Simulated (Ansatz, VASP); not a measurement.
# Cross-check of NbS2Br2 between VASP and Ansatz, part 2 of 2

Aim: how closely do two programs agree when they are given the same cell, functional and k mesh? Of the first pair: The structure shown is the start of the Ansatz relaxation below; VASP solves that cell, so the two are compared at the walk's first step.

VASP 6.6.1 and Ansatz 0.2.0.

So far: The structure; Ansatz: relaxation, PBEsol with D3(BJ).

### 3. VASP: single point, PBEsol with D3(BJ), start cell, pair 1

Level of this step: PBEsol with D3(BJ); plane waves and PAW (S, Br, Nb_sv) (VASP).

The same cell, functional, mesh and smearing now go to VASP, with its own data sets.

Lines of VASP's logs that name or quote its potential files are left out, and so is its time.

Input file INCAR:

```
SYSTEM = NbS2Br2
PREC = Accurate
ENCUT = 400
EDIFF = 1E-06
NELM = 120
ISMEAR = -1
SIGMA = 0.02
LREAL = .FALSE.
ALGO = Normal
GGA = PS
IVDW = 12
NBANDS = 49
LASPH = .TRUE.
LORBIT = 11
LWAVE = .FALSE.
LCHARG = .FALSE.
ISIF = 2
LDIPOL = .TRUE.
IDIPOL = 3
DIPOL = 0.5 0.5 0.5
LVHAR = .TRUE.
GGA_COMPAT = .FALSE.
EFERMI = MIDGAP
NELMDL = -8
KPAR = 2
```

Input file POSCAR:

```
NbS2Br2
1.0
    6.6229450000      0.0000000000      0.0000000000
   -3.3551800000      5.7670360000      0.0000000000
    0.0000000000      0.0000000000     35.3000000000
S Br Nb
4 4 2
Direct
    0.0851827702      0.9458538147      0.4422839943
    0.0860499363      0.1914994115      0.4752278187
    0.0863505614      0.6422120479      0.5247721813
    0.0872175765      0.8878576447      0.5577160057
    0.4929524119      0.8057787397      0.4561825779
    0.6793297980      0.4001263387      0.4561940510
    0.4930708507      0.4335851207      0.5438059490
    0.6794480858      0.0279327197      0.5438174221
    0.3373916825      0.0420789813      0.4999277904
    0.8350087274      0.7916323047      0.5000722096
```

Input file KPOINTS:

```
Automatic mesh
0
Gamma
3 3 1
0 0 0
```

The projector-augmented-wave data sets are S, Br and Nb_sv (PBE family, release 64).

On the command line:

```sh
$ mpirun -np 2 vasp_std
```

Numbers of over 12 decimals in the logs are rounded to 6 here.

The log of the run:

```text
[banner, memory and clock lines left out]
running    2 mpi-ranks, on    1 nodes
 distrk:  each k-point on    1 cores,    2 groups
 distr:  one band on    1 cores,    1 groups

 POSCAR found type information on POSCAR S BrNb
 POSCAR found :  3 types and      10 ions
|                                                                             |
|               ----> ADVICE to this user running VASP <----                  |
|                                                                             |
|     You enforced a specific xc type in the INCAR file but a different       |
|     [... a line on the potential file left out ...]
|     I HOPE YOU KNOW WHAT YOU ARE DOING!                                     |
|                                                                             |

 LDA part: xc-table for (Slater+PW92), standard interpolation
 POSCAR, INCAR and KPOINTS ok, starting setup
 FFT: planning ... GRIDC
 FFT: planning ... GRID_SOFT
 FFT: planning ... GRID
 WAVECAR not read
 entering main loop
       N       E                     dE             d eps       ncg     rms          rms(c)
DAV:   1     0.647661410448E+03    0.64766E+03   -0.25888E+04   626   0.917E+02
DAV:   2     0.755837912019E+02   -0.57208E+03   -0.54864E+03   744   0.238E+02
DAV:   3    -0.514666673621E+02   -0.12705E+03   -0.12627E+03   684   0.109E+02
DAV:   4    -0.588149141812E+02   -0.73482E+01   -0.72824E+01   811   0.338E+01
DAV:   5    -0.590194158799E+02   -0.20450E+00   -0.20280E+00   812   0.418E+00
DAV:   6    -0.590250683843E+02   -0.56525E-02   -0.56188E-02   788   0.809E-01
DAV:   7    -0.590253657644E+02   -0.29738E-03   -0.29684E-03   852   0.165E-01
DAV:   8    -0.590253726620E+02   -0.68975E-05   -0.68848E-05   780   0.247E-02    0.238E+01
DAV:   9    -0.562091030818E+02    0.28163E+01   -0.98962E+00   732   0.166E+01    0.128E+01
DAV:  10    -0.561431950608E+02    0.65908E-01   -0.39548E+00   747   0.105E+01    0.496E+00
DAV:  11    -0.558252333237E+02    0.31796E+00   -0.84542E-01   700   0.551E+00    0.200E+00
DAV:  12    -0.558379049405E+02   -0.12672E-01   -0.17194E-01   804   0.143E+00    0.105E+00
DAV:  13    -0.558320615887E+02    0.58434E-02   -0.34402E-02   716   0.106E+00    0.350E-01
DAV:  14    -0.558309440115E+02    0.11176E-02   -0.52930E-03   748   0.460E-01    0.787E-02
[...]
DAV:  22    -0.558320539127E+02   -0.86875E-04   -0.14147E-06   468   0.389E-03    0.155E-03
DAV:  23    -0.558320970159E+02   -0.43103E-04   -0.70583E-07   436   0.277E-03    0.146E-03
DAV:  24    -0.558321137391E+02   -0.16723E-04   -0.19887E-07   380   0.216E-03    0.756E-04
DAV:  25    -0.558321318495E+02   -0.18110E-04   -0.38755E-07   411   0.181E-03    0.697E-04
DAV:  26    -0.558321367337E+02   -0.48842E-05   -0.51397E-08   372   0.124E-03    0.374E-04
DAV:  27    -0.558321400055E+02   -0.32718E-05   -0.42595E-08   348   0.100E-03    0.205E-04
DAV:  28    -0.558321424678E+02   -0.24623E-05   -0.45247E-08   370   0.904E-04    0.135E-04
DAV:  29    -0.558321432570E+02   -0.78916E-06   -0.17921E-08   320   0.842E-04
   1 F= -.57639633E+02 E0= -.57639633E+02  d E =-.238230E-18
```

OUTCAR, selected parts (step 3):

```text
ion  position               nearest neighbor table
   1  0.085  0.946  0.442-   2 2.01  10 2.50   9 2.50
   2  0.086  0.191  0.475-   1 2.01  10 2.49   9 2.49
   3  0.086  0.642  0.525-   4 2.01   9 2.49  10 2.49
   4  0.087  0.888  0.558-   3 2.01   9 2.50  10 2.50
   5  0.493  0.806  0.456-   9 2.75  10 2.79
   6  0.679  0.400  0.456-  10 2.75   9 2.79
   7  0.493  0.434  0.544-   9 2.75  10 2.79
   8  0.679  0.028  0.544-  10 2.75   9 2.79
   9  0.337  0.042  0.500-   3 2.49   2 2.49   4 2.50   1 2.50   5 2.75   7 2.75   8 2.79   6 2.79
                            10 2.88
  10  0.835  0.792  0.500-   2 2.49   3 2.49   1 2.50   4 2.50   8 2.75   6 2.75   5 2.79   7 2.79
                             9 2.88

  LATTYP: Found a simple monoclinic cell.
 ALAT       =     6.6229450000
 B/A-ratio  =     5.3299551785
 C/A-ratio  =     1.0008385238
 COS(beta)  =    -0.4929872130

 Subroutine GETGRP returns: Found  2 space group operations
 (whereof  1 operations were pure point group operations)

The static configuration has the point symmetry C_1 .
 The point group associated with its full space group is S_2 .

 Found      5 irreducible k-points:

   k-points           NKPTS =      5   k-points in BZ     NKDIM =      5   number of bands    NBANDS=     49

   dimension x,y,z NGX =    48 NGY =   48 NGZ =  240
   dimension x,y,z NGXF=    96 NGYF=   96 NGZF=  480

   ENCUT  =  400.0 eV  29.40 Ry    5.42 a.u.  10.80 10.88 57.57*2*pi/ulx,y,z

   NELECT =      78.0000    total number of electrons

 k-points in reciprocal lattice and weights: Automatic mesh
   0.00000000  0.00000000  0.00000000       0.111
   0.33333333 -0.00000000  0.00000000       0.222
   0.00000000  0.33333333  0.00000000       0.222
   0.33333333  0.33333333  0.00000000       0.222
  -0.33333333  0.33333333  0.00000000       0.222

 dipolmoment           0.000000      0.000000     -0.000000 electrons x Angstroem

 average (electrostatic) potential at core
       1 -96.0783       2 -96.0245       3 -96.0245       4 -96.0783       5 -69.2170
       6 -69.2097       7 -69.2097       8 -69.2170       9 -92.7223      10 -92.7223

 E-fermi :  -3.1448

 k-point     1 :       0.0000    0.0000    0.0000
  band No.  band energies     occupation
    ...
     35      -5.5215      2.00000
     36      -5.2480      2.00000
     37      -5.0069      2.00000
     38      -4.9212      2.00000
     39      -4.0964      2.00000
     40      -2.0082      0.00000
     41      -1.7744      0.00000
     42      -1.5501      0.00000
     43      -1.2771      0.00000
     44      -1.1588      0.00000
    ...

 k-point     2 :       0.3333   -0.0000    0.0000
  band No.  band energies     occupation
    ...
     35      -5.5482      2.00000
     36      -5.1380      2.00000
     37      -5.0155      2.00000
     38      -4.9543      2.00000
     39      -3.9827      2.00000
     40      -2.3070      0.00000
     41      -1.8162      0.00000
     42      -1.6236      0.00000
     43      -1.4283      0.00000
     44      -1.3478      0.00000
    ...

 k-point     3 :       0.0000    0.3333    0.0000
  band No.  band energies     occupation
    ...
     35      -5.5908      2.00000
     36      -5.4815      2.00000
     37      -4.9860      2.00000
     38      -4.7667      2.00000
     39      -4.0329      2.00000
     40      -2.0796      0.00000
     41      -1.7953      0.00000
     42      -1.7463      0.00000
     43      -1.4417      0.00000
     44      -1.1420      0.00000
    ...

 Edisp (eV)   -1.80749

  Total      -6.58266    -6.34100    -4.09576    -0.27351     0.40768    -0.31072
  in kB      -7.82228    -7.53512    -4.86705    -0.32502     0.48445    -0.36924
  external pressure =       -6.74 kB  Pullay stress =        0.00 kB

  energy-cutoff  :      400.00
  volume of cell :     1348.28
      direct lattice vectors                 reciprocal lattice vectors
     6.622945000  0.000000000  0.000000000     0.150990232  0.087843982  0.000000000
    -3.355180000  5.767036000  0.000000000     0.000000000  0.173399299  0.000000000
     0.000000000  0.000000000 35.300000000     0.000000000  0.000000000  0.028328612

 POSITION                                       TOTAL-FORCE (eV/Angst)
 -----------------------------------------------------------------------------------
     -2.60935      5.45477     15.61262         0.125140     -0.183525      0.325829
     -0.07261      1.10438     16.77554         0.082094     -0.129079      0.306926
     -1.58284      3.70366     18.52446        -0.082094      0.129079     -0.306926
     -2.40129      5.12031     19.68738        -0.125140      0.183525     -0.325829
      0.56126      4.64695     16.10324         0.000270      0.144062      0.326878
      3.15667      2.30754     16.10365        -0.111200      0.038986      0.323354
      1.81083      2.50050     19.19635         0.111200     -0.038986     -0.323354
      4.40623      0.16109     19.19676        -0.000270     -0.144062     -0.326878
      2.09334      0.24267     17.64745        -0.056898     -0.005703      0.000794
      2.87415      4.56537     17.65255         0.056898      0.005703     -0.000794
 -----------------------------------------------------------------------------------
    total drift:                               -0.000168     -0.002264      0.000034

  FREE ENERGIE OF THE ION-ELECTRON SYSTEM (eV)
  ---------------------------------------------------
  free  energy   TOTEN  =       -57.6396330833 eV

  energy  without entropy=      -57.6396330833  energy(sigma->0) =      -57.63963308

 vacuum level on the upper side and lower side of the slab         1.663         1.663

 total charge
# of ion       s       p       d       tot
------------------------------------------
    1        1.366   2.290   0.000   3.657
    2        1.370   2.284   0.000   3.655
    3        1.370   2.284   0.000   3.655
    4        1.366   2.290   0.000   3.657
    5        1.606   3.210   0.019   4.835
    6        1.606   3.209   0.019   4.835
    7        1.606   3.209   0.019   4.835
    8        1.606   3.210   0.019   4.835
    9        2.136   6.010   2.396  10.542
   10        2.136   6.010   2.396  10.542
--------------------------------------------------
tot         16.169  34.008   4.869  55.046

[... 2 further parts left out ...]
```

The gap is read on the k-mesh alone, so it is an upper bound where the band edges lie off the mesh. The PAW data sets were made with PBE, which is usual practice but a small mismatch for other functionals.

### 4. Differences

Known differences besides the potentials themselves: Ansatz cuts the interaction across the vacuum, VASP repeats the sheet with a dipole correction (LDIPOL); the cutoff is 420 eV in Ansatz and 400 eV in VASP; Ansatz makes its cores anew for this functional, VASP keeps those of its PBE data sets. Total energies have different zeros and are not compared.

Forces (eV/Å; atoms numbered as in POSCAR):

```tsv
atom	Ansatz x, y, z	VASP x, y, z
S1	0.179, -0.278, 0.238	0.125, -0.184, 0.326
S2	0.022, -0.026, 0.383	0.082, -0.129, 0.307
S3	-0.022, 0.026, -0.383	-0.082, 0.129, -0.307
S4	-0.179, 0.278, -0.238	-0.125, 0.184, -0.326
Br5	-0.001, 0.143, 0.328	0.000, 0.144, 0.327
Br6	-0.110, 0.040, 0.325	-0.111, 0.039, 0.323
Br7	0.110, -0.040, -0.325	0.111, -0.039, -0.323
Br8	0.001, -0.143, -0.328	0.000, -0.144, -0.327
Nb9	-0.031, 0.009, 0.001	-0.057, -0.006, 0.001
Nb10	0.031, -0.009, -0.001	0.057, 0.006, -0.001
```

The forces differ by 52 meV/Å r.m.s., which is 27.8 % of the r.m.s. force of 0.187 eV/Å (both taken over all components). Where the cell holds vacuum, a pressure given here is an average over it and none of the material.

### 5. Ansatz: relaxation, PBEsol with D3(BJ)

This run makes the geometry at which the two programs are then compared.

The structure compared here is the end of the Ansatz relaxation.

This is the run of step 2 again, met here at its other cell.

### 6. VASP: single point, PBEsol with D3(BJ), relaxed cell, pair 2

The same cell, functional, mesh and smearing now go to VASP, with its own data sets.

INCAR is that of step 3.

Input file POSCAR:

```
NbS2Br2
1.0
    6.4419840823      0.0276208804      0.0000000000
   -3.2394541208      5.5619799181      0.0000000000
    0.0000000000      0.0000000000     35.3000000000
S Br Nb
4 4 2
Direct
    0.0861998227      0.9480282165      0.4427701352
    0.0862014239      0.2016782391      0.4762661946
    0.0861990121      0.6320330849      0.5237338054
    0.0862006133      0.8856831075      0.5572298648
    0.4929014126      0.8049066998      0.4563498767
    0.6794988913      0.3982061507      0.4563500934
    0.4929015447      0.4355051733      0.5436499066
    0.6794990234      0.0288046242      0.5436501233
    0.3400229658      0.0437664060      0.4999999854
    0.8323774702      0.7899449180      0.5000000146
```

KPOINTS is that of step 3.

On the command line:

```sh
$ mpirun -np 2 vasp_std
```

The log of the run:

```text
[banner, memory and clock lines left out]
running    2 mpi-ranks, on    1 nodes
[...]
[... a notice as in an earlier step ...]

 LDA part: xc-table for (Slater+PW92), standard interpolation
 POSCAR, INCAR and KPOINTS ok, starting setup
[...]
entering main loop
       N       E                     dE             d eps       ncg     rms          rms(c)
DAV:   1     0.651341446025E+03    0.65134E+03   -0.26448E+04   504   0.929E+02
DAV:   2     0.761699590952E+02   -0.57517E+03   -0.55325E+03   575   0.239E+02
DAV:   3    -0.518796865063E+02   -0.12805E+03   -0.12733E+03   560   0.111E+02
DAV:   4    -0.585725338999E+02   -0.66928E+01   -0.66246E+01   640   0.331E+01
[...]
DAV:  26    -0.559049844318E+02   -0.64338E-05   -0.12166E-07   294   0.139E-03    0.375E-04
DAV:  27    -0.559049878499E+02   -0.34181E-05   -0.10612E-07   309   0.123E-03    0.166E-04
DAV:  28    -0.559049884385E+02   -0.58861E-06   -0.28604E-08   277   0.932E-04
   1 F= -.57840332E+02 E0= -.57840332E+02  d E =-.377109E-18
```

Parts of OUTCAR (step 6):

```text
 Edisp (eV)   -1.93534

  Total      -0.32699    -0.48127    -0.43905     0.13599    -0.19270     0.11223
  in kB      -0.41317    -0.60813    -0.55477     0.17184    -0.24349     0.14182
  external pressure =       -0.53 kB  Pullay stress =        0.00 kB

 POSITION                                       TOTAL-FORCE (eV/Angst)
 -----------------------------------------------------------------------------------
     -2.51580      5.27529     15.62979        -0.052887      0.090804      0.086110
     -0.09802      1.12411     16.81220         0.059258     -0.101743     -0.075748
     -1.49215      3.51774     18.48780        -0.059258      0.101743      0.075748
     -2.31383      4.92853     19.67021         0.052887     -0.090804     -0.086110
      0.56780      4.49049     16.10915         0.002539      0.001075     -0.002347
      3.08735      2.23358     16.10916        -0.002187     -0.001678     -0.002347
      1.76446      2.43589     19.19084         0.002187      0.001678      0.002347
      4.28401      0.17898     19.19085        -0.002539     -0.001075      0.002347
      2.04864      0.25282     17.65000        -0.026088     -0.015195     -0.000000
      2.80317      4.41665     17.65000         0.026088      0.015195     -0.000000
 -----------------------------------------------------------------------------------
    total drift:                               -0.018294      0.029425      0.003539

  FREE ENERGIE OF THE ION-ELECTRON SYSTEM (eV)
  ---------------------------------------------------
  free  energy   TOTEN  =       -57.8403317385 eV

  energy  without entropy=      -57.8403317385  energy(sigma->0) =      -57.84033174

[... 3 further parts left out ...]
[key lines of the parts left out:]
E-fermi :  -2.9360
```

### 7. Differences

The two programs side by side:

```tsv
quantity	Ansatz	VASP	difference
gap on the k mesh (eV)	1.655	1.657	-0.002
```

Forces (eV/Å; atoms numbered as in POSCAR):

```tsv
atom	Ansatz x, y, z	VASP x, y, z
S1	0.000, 0.000, 0.000	-0.053, 0.091, 0.086
S2	0.000, 0.000, 0.000	0.059, -0.102, -0.076
S3	0.000, 0.000, 0.000	-0.059, 0.102, 0.076
S4	0.000, 0.000, 0.000	0.053, -0.091, -0.086
Br5	0.000, 0.000, 0.000	0.003, 0.001, -0.002
Br6	0.000, 0.000, 0.000	-0.002, -0.002, -0.002
Br7	0.000, 0.000, 0.000	0.002, 0.002, 0.002
Br8	0.000, 0.000, 0.000	-0.003, -0.001, 0.002
Nb9	0.000, 0.000, 0.000	-0.026, -0.015, 0.000
Nb10	0.000, 0.000, 0.000	0.026, 0.015, 0.000
```

The forces differ by 51 meV/Å r.m.s., where the r.m.s. force is 0.000 eV/Å in Ansatz and 0.051 eV/Å in VASP: the atoms lie near their places of rest in Ansatz, so a percentage would say little (all taken over all components). A gap on the mesh is an upper bound, since the band edges may lie between its points. Where the cell holds vacuum, a pressure given here is an average over it and none of the material.

### 8. Results

| Quantity | Value |
| --- | --- |
| r.m.s. force difference (single point, PBEsol with D3(BJ), start cell, pair 1) | 52 meV/Å |
| r.m.s. force difference (single point, PBEsol with D3(BJ), relaxed cell, pair 2) | 51 meV/Å |

In words: The r.m.s. force difference is 52 meV/Å (single point, PBEsol with D3(BJ), start cell, pair 1), beyond the 12 meV/Å picked in this series as the mark of a large difference. What causes the difference of the single point, PBEsol with D3(BJ), start cell, pair 1 pair stays open here. What causes the difference of the single point, PBEsol with D3(BJ), relaxed cell, pair 2 pair stays open here. How closely two codes agree says nothing of how well the functional describes the real material.

[Lines on the potential files, build, host, timing and source positions are cut from VASP's logs without a mark.]

[Logs are printed without paths, hosts, clocks, repeated set-up lines and the standing remarks that a program may print on its own settings, such as how far it seeks lower states.]

[Hosts, paths, dates, database ids (printed as entryN), source tags and the programs' standing remarks are cut or masked in the printed files.]
